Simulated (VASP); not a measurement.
Input:

```
CdTe
1.0
    0.00000     3.36335     3.36335
    3.36335     0.00000     3.36335
    3.36335     3.36335     0.00000
Cd Te
1 1
Direct
  0.00000   0.00000   0.00000
  0.25000   0.25000   0.25000
```

Method: RPBE GGA, VASP's PBE PAW potentials (set 64) (plane waves; VASP). Settings: 520 eV cut-off, Gaussian smearing of 0.050 eV, potentials Cd Te.

Unless said otherwise, spin-orbit coupling is left out, though it shifts the bands of the heavy elements here.

**Question.** Give the energies of bands 7 to 12 at the high-symmetry points, in eV from the valence-band maximum.

**Answer.** 
| band | Γ | X | U | L | W |
|---|---|---|---|---|---|
| 7 | 0.00 | -3.75 | -3.66 | -3.78 | -3.64 |
| 8 | 0.00 | -1.49 | -2.04 | -0.62 | -1.88 |
| 9 | 0.00 | -1.49 | -1.23 | -0.62 | -1.73 |
| 10 | 0.59 | 2.74 | 3.02 | 1.81 | 3.90 |
| 11 | 4.72 | 3.01 | 4.49 | 5.29 | 4.86 |
| 12 | 4.72 | 8.47 | 7.26 | 5.29 | 5.53 |

The gap is direct, 0.59 eV, from the valence maximum at Γ to the conduction minimum at Γ.

Measured: gap 1.63 eV (computed value off by -1.04 eV), as given by Anna Miglio et al., npj Computational Materials (2020), arXiv:2011.12765 [zero-point renormalisation of 16 meV (experimental, the table's column) added back].

The compound is CdTe in the zinc blende structure. It was relaxed first, which changed the volume by +12 %.
